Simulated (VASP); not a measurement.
Consider the following.

```
Gd
1.0
    1.80271    -3.12239     0.00000
    1.80271     3.12239     0.00000
    0.00000     0.00000     5.65315
Gd
2
Direct
  0.33333   0.66667   0.25000
  0.66667   0.33333   0.75000
```

These are PBE GGA with D4 dispersion, VASP's PBE PAW potentials (set 64) (plane waves; VASP 6.6.1) values and carry that method's errors. Run with 520 eV cut-off, Gaussian smearing of 0.050 eV, potentials Gd_3.

The 4f electrons are frozen in the core of the lanthanide potential, so 4f levels, which can set the real gap, and their magnetism are missing.

**Question.** Give the energies of bands 7 to 12 at the high-symmetry points, in eV from the Fermi level.

**Answer.** 
| band | Γ | M | K | A | L | H |
|---|---|---|---|---|---|---|
| 7 | -4.78 | -1.75 | -1.05 | -3.18 | -1.91 | -0.59 |
| 8 | -2.13 | -1.51 | -0.57 | -3.18 | -1.91 | -0.59 |
| 9 | 1.66 | -1.05 | -0.57 | 0.95 | -0.05 | -0.37 |
| 10 | 1.70 | 0.35 | -0.29 | 0.95 | -0.05 | -0.37 |
| 11 | 1.70 | 1.37 | 1.15 | 1.60 | 1.96 | 0.70 |
| 12 | 2.06 | 1.63 | 1.15 | 1.60 | 1.96 | 0.70 |

It has no gap at this level: it comes out as a metal or semimetal.

The compound is Gd in the hcp structure. It was relaxed first.
